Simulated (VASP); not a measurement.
All values below come from PBE GGA, VASP's PBE PAW potentials (set 64) (plane waves; VASP).

Input for VASP

### KPOINTS
```
Automatic mesh
0
Gamma
11 11 1
```

**POSCAR**
```
AlRu
1
    3.0426240000     0.0000000000     0.0000000000
    0.0000000000     3.0426240000     0.0000000000
    0.0000000000     0.0000000000    38.4650020000
Al Ru
4 4
Direct
  0.5000000000   0.5000000000   0.3639670000
  0.5000000000   0.5000000000   0.4417000000
  0.5000000000   0.5000000000   0.5194330000
  0.5000000000   0.5000000000   0.5971660000
  0.0000000000   0.0000000000   0.4028340000
  0.0000000000   0.0000000000   0.4805670000
  0.0000000000   0.0000000000   0.5583000000
  0.0000000000   0.0000000000   0.6360330000
```

**INCAR**
```
ALGO = Normal
DIPOL = 0.5 0.5 0.5
EDIFF = 1E-6
ENCUT = 300
GGA = PE
IDIPOL = 3
ISIF = 2
ISMEAR = 1
LASPH = .TRUE.
LCHARG = .FALSE.
LDIPOL = .TRUE.
LMAXMIX = 4
LREAL = .FALSE.
LWAVE = .FALSE.
NELM = 100
PREC = Accurate
SIGMA = 0.1
SYSTEM = AlRu
```

POTCAR, in this order: Al Ru_pv (PBE.64 set). Program: vasp_std.

Task: What will the output report for the number of irreducible k-points (NKPTS), largest plane-wave count, number of space-group operations, FFT grid (NGX, NGY, NGZ)?

Result: 
The number of irreducible k-points (NKPTS) is 21. The largest plane-wave count is 4236, the number of space-group operations comes out as 8 and the FFT grid (NGX, NGY, NGZ) is 18 × 18 × 224.

The cell is a sheet with vacuum, built from a generated structure.
